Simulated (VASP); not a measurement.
All values below come from PBE GGA, VASP's PBE PAW potentials (set 64) (plane waves; VASP 6.6.1).

VASP ran on this input.

KPOINTS:
```
Automatic mesh
0
Gamma
6 6 6
0 0 0
```

**INCAR**
```
SYSTEM = KBr
PREC = Accurate
ENCUT = 520
EDIFF = 1E-6
NELM = 100
ALGO = Normal
LREAL = .FALSE.
LASPH = .TRUE.
ISMEAR = 0
SIGMA = 0.05
GGA = PE
LMAXMIX = 4
LWAVE = .FALSE.
LCHARG = .FALSE.
ISIF = 2
```

File POSCAR:
```
KBr
1
    0.0000000000     3.3660000000     3.3660000000
    3.3660000000     0.0000000000     3.3660000000
    3.3660000000     3.3660000000     0.0000000000
K Br
1 1
Direct
  0.0000000000   0.0000000000   0.0000000000
  0.5000000000   0.5000000000   0.5000000000
```

POTCAR, in this order: K_sv Br (PBE.64 set). Program: vasp_std.

### Question
Estimate the energy per atom (σ→0), band gap (on the k-mesh).

### Answer

| Item | Value |
|---|---|
| energy per atom (σ→0) | -3.112 eV/atom |
| band gap (on the k-mesh) | 4.28 eV |

### OSZICAR
```
...
DAV:   7    -0.621201719990E+01    0.13476E-01   -0.14032E-01   480   0.217E+00    0.984E-01
DAV:   8    -0.622221701817E+01   -0.10200E-01   -0.17255E-02   528   0.107E+00    0.128E-01
DAV:   9    -0.622291559925E+01   -0.69858E-03   -0.82566E-04   500   0.194E-01    0.832E-02
DAV:  10    -0.622339417042E+01   -0.47857E-03   -0.54606E-04   436   0.170E-01    0.156E-02
DAV:  11    -0.622339939380E+01   -0.52234E-05   -0.21722E-05   548   0.301E-02    0.581E-03
DAV:  12    -0.622340206510E+01   -0.26713E-05   -0.33923E-06   448   0.162E-02    0.459E-03
DAV:  13    -0.622340238650E+01   -0.32140E-06   -0.63209E-07   364   0.485E-03
   1 F= -.62234024E+01 E0= -.62234024E+01  d E =-.540850E-11
```

The compound is KBr in the rock salt structure. The cell was not relaxed at this level. The run is one of a series of settings (ENCUT = 520 against the base run), some of them coarse on purpose.
